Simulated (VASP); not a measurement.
Calculation: LDA (Ceperley-Alder, Perdew-Zunger), VASP's LDA PAW potentials (set 64) (plane waves; VASP).

The input files of a VASP run:

**KPOINTS**
```
Automatic mesh
0
Gamma
7 7 7
0 0 0
```

### POSCAR
```
SrTiO3
1
    3.9373945213     0.0000000000     0.0000000000
    0.0000000000     3.9373945213     0.0000000000
    0.0000000000     0.0000000000     3.9373945213
Sr Ti O
1 1 3
Direct
  0.0000000000   0.0000000000   0.0000000000
  0.5000000000   0.5000000000   0.5000000000
  0.5000000000   0.0000000000   0.5000000000
  0.0000000000   0.5000000000   0.5000000000
  0.5000000000   0.5000000000   0.0000000000
```

**INCAR**
```
# general
SYSTEM  = SrTiO3
PREC    = Accurate
ENCUT   = 520
LREAL   = .FALSE.
LASPH   = .TRUE.

# electronic loop
EDIFF   = 1E-7
NELM    = 100
ALGO    = Normal
LMAXMIX = 4

# smearing
ISMEAR  = 0
SIGMA   = 0.05

# ions
ISIF    = 2

# output
LWAVE   = .FALSE.
LCHARG  = .FALSE.
```

POTCAR, in this order: Sr_sv Ti_sv O (LDA.64 set). Program: vasp_std.

The resulting files:

### OUTCAR
```
 ion  position               nearest neighbor table
   1  0.000  0.000  0.000-   3 2.78   4 2.78   5 2.78   3 2.78   4 2.78   4 2.78   5 2.78   4 2.78
                             3 2.78   5 2.78   3 2.78   5 2.78   2 3.41   2 3.41   2 3.41   2 3.41
   2  0.500  0.500  0.500-   3 1.97   4 1.97   5 1.97   5 1.97   3 1.97   4 1.97   1 3.41   1 3.41
                             1 3.41   1 3.41   1 3.41   1 3.41   1 3.41   1 3.41
   3  0.500  0.000  0.500-   2 1.97   2 1.97   1 2.78   1 2.78   1 2.78   1 2.78
   4  0.000  0.500  0.500-   2 1.97   2 1.97   1 2.78   1 2.78   1 2.78   1 2.78
   5  0.500  0.500  0.000-   2 1.97   2 1.97   1 2.78   1 2.78   1 2.78   1 2.78
  LATTYP: Found a simple cubic cell.
 ALAT       =     3.9373945213
 Subroutine PRICEL returns:
 Original cell was already a primitive cell.
 Subroutine GETGRP returns: Found 48 space group operations
The static configuration has the point symmetry O_h .
The dynamic configuration has the point symmetry O_h .
 Subroutine INISYM returns: Found 48 space group operations
 Subroutine IBZKPT returns following result:
 Found     20 irreducible k-points:

 Following reciprocal coordinates:
            Coordinates               Weight
  0.000000  0.000000  0.000000      1.000000
  0.142857  0.000000  0.000000      6.000000
  0.285714  0.000000  0.000000      6.000000
  0.428571  0.000000  0.000000      6.000000
  0.142857  0.142857  0.000000     12.000000
  0.285714  0.142857  0.000000     24.000000
  0.428571  0.142857  0.000000     24.000000
  0.285714  0.285714  0.000000     12.000000
  0.428571  0.285714  0.000000     24.000000
  0.428571  0.428571  0.000000     12.000000
  0.142857  0.142857  0.142857      8.000000
  0.285714  0.142857  0.142857     24.000000
  0.428571  0.142857  0.142857     24.000000
  0.285714  0.285714  0.142857     24.000000
  0.428571  0.285714  0.142857     48.000000
  0.428571  0.428571  0.142857     24.000000
  0.285714  0.285714  0.285714      8.000000
  0.428571  0.285714  0.285714     24.000000
  0.428571  0.428571  0.285714     24.000000
  0.428571  0.428571  0.428571      8.000000
   k-points           NKPTS =     20   k-points in BZ     NKDIM =     20   number of bands    NBANDS=     24
   number of dos      NEDOS =    301   number of ions     NIONS =      5
   total plane-waves  NPLWV =  27000
   dimension x,y,z NGX =    30 NGY =   30 NGZ =   30
   dimension x,y,z NGXF=    60 NGYF=   60 NGZF=   60
   ions per type =               1   1   3
   PREC   = accura    normal or accurate (medium, high low for compatibility)
   ISTART =      0    job   : 0-new  1-cont  2-samecut
   ICHARG =      2    charge: 1-file 2-atom 10-const
   ISPIN  =      1    spin polarized calculation?
   LNONCOLLINEAR =      F non collinear calculations
   LSORBIT =      F    spin-orbit coupling
   INIWAV =      1    electr: 0-lowe 1-rand  2-diag
   ENCUT  =  520.0 eV  38.22 Ry    6.18 a.u.   7.32  7.32  7.32*2*pi/ulx,y,z
   NELM   =    100;   NELMIN=  2; NELMDL= -5     # of ELM steps
   EDIFF  = 0.1E-06   stopping-criterion for ELM
   LREAL  =      F    real-space projection
   NLSPLINE    = F    spline interpolate recip. space projectors
   LMAXMIX     =    4 max onsite mixed and CHGCAR
   VOSKOWN=      0    Vosko Wilk Nusair interpolation
   EDIFFG = 0.1E-05   stopping-criterion for IOM
   NSW    =      0    number of steps for IOM
   NBLOCK =      1;   KBLOCK =      1    inner block; outer block
   IBRION =     -1    ionic relax: 0-MD 1-quasi-New 2-CG
   NFREE  =      0    steps in history (QN), initial steepest desc. (CG)
   ISIF   =      2    stress and relaxation
   ISYM   =      2    0-nonsym 1-usesym 2-fastsym
   TEIN   =    0.0    initial temperature
   TEBEG  =    0.0;   TEEND  =   0.0 temperature during run
   SMASS  =  -3.00    Nose mass-parameter (am)
   PSTRESS=    0.0 pullay stress
   NELECT =      40.0000    total number of electrons
   EFERMI =   0.00;   METHOD = LEGACY
   ISMEAR =     0;   SIGMA  =   0.05  broadening in eV -4-tet -1-fermi 0-gaus
...
```

OSZICAR:
```
       N       E                     dE             d eps       ncg     rms          rms(c)
DAV:   1     0.444700369719E+03    0.44470E+03   -0.21904E+04   960   0.184E+03
DAV:   2    -0.110901251516E+02   -0.45579E+03   -0.45011E+03  1184   0.503E+02
DAV:   3    -0.522745070945E+02   -0.41184E+02   -0.41146E+02  1368   0.145E+02
DAV:   4    -0.541629351328E+02   -0.18884E+01   -0.18875E+01  1376   0.276E+01
DAV:   5    -0.542151554606E+02   -0.52220E-01   -0.52218E-01  1320   0.368E+00    0.263E+01
DAV:   6    -0.443434110202E+02    0.98717E+01   -0.67934E+01  1472   0.735E+01    0.169E+01
DAV:   7    -0.442214552125E+02    0.12196E+00   -0.10227E+01  1184   0.251E+01    0.106E+01
DAV:   8    -0.441894826838E+02    0.31973E-01   -0.24272E+00  1264   0.164E+01    0.322E+00
DAV:   9    -0.440691138470E+02    0.12037E+00   -0.60771E-01  1152   0.773E+00    0.926E-01
DAV:  10    -0.440721394055E+02   -0.30256E-02   -0.11318E-01  1360   0.241E+00    0.832E-01
DAV:  11    -0.440644087588E+02    0.77306E-02   -0.80929E-02  1416   0.236E+00    0.256E-01
DAV:  12    -0.440636741762E+02    0.73458E-03   -0.42211E-03  1160   0.690E-01    0.104E-01
DAV:  13    -0.440635681817E+02    0.10599E-03   -0.76996E-04  1328   0.185E-01    0.544E-02
DAV:  14    -0.440635609809E+02    0.72007E-05   -0.78444E-05  1456   0.540E-02    0.178E-02
DAV:  15    -0.440635582194E+02    0.27615E-05   -0.11709E-05  1296   0.350E-02    0.751E-03
DAV:  16    -0.440635576264E+02    0.59298E-06   -0.23522E-06  1552   0.152E-02    0.346E-03
DAV:  17    -0.440635575845E+02    0.41980E-07   -0.92454E-07  1264   0.126E-02
   1 F= -.44063558E+02 E0= -.44063558E+02  d E =-.110711E-17
```

OUTCAR:
```
------------------------ aborting loop because EDIFF is reached ----------------------------------------
  FORCE on cell =-STRESS in cart. coord.  units (eV):
  Direction    XX          YY          ZZ          XY          YZ          ZX
  --------------------------------------------------------------------------------------
  Total       -3.9418198     -3.9418198     -3.9418198     -0.0000000     -0.0000000      0.0000000
  in kB     -103.4619243   -103.4619243   -103.4619243     -0.0000000     -0.0000000      0.0000000
  external PRESSURE =    -103.4619243 kB  Pullay stress =       0.0000000 kB
  volume of cell :       61.04
      direct lattice vectors                 reciprocal lattice vectors
     3.937394521  0.000000000  0.000000000     0.253975058  0.000000000  0.000000000
     0.000000000  3.937394521  0.000000000     0.000000000  0.253975058  0.000000000
     0.000000000  0.000000000  3.937394521     0.000000000  0.000000000  0.253975058
 POSITION                                       TOTAL-FORCE (eV/Angst)
 -----------------------------------------------------------------------------------
      0.00000      0.00000      0.00000         0.000000      0.000000      0.000000
      1.96870      1.96870      1.96870         0.000000      0.000000      0.000000
      1.96870      0.00000      1.96870         0.000000      0.000000      0.000000
      0.00000      1.96870      1.96870         0.000000      0.000000      0.000000
      1.96870      1.96870      0.00000         0.000000      0.000000      0.000000
 -----------------------------------------------------------------------------------
    total drift:                                0.000000      0.000000     -0.000000
  FREE ENERGIE OF THE ION-ELECTRON SYSTEM (eV)
  ---------------------------------------------------
  free  energy   TOTEN  =       -44.0635575845 eV

  energy  without entropy=      -44.0635575845  energy(sigma->0) =      -44.06355758
```
(Selected blocks of OUTCAR.)

The compound is SrTiO3 in the cubic perovskite structure, the ideal cubic form; the compound distorts at low or room temperature. This cell is one point of a volume scan, at 1.06 of the reference volume.
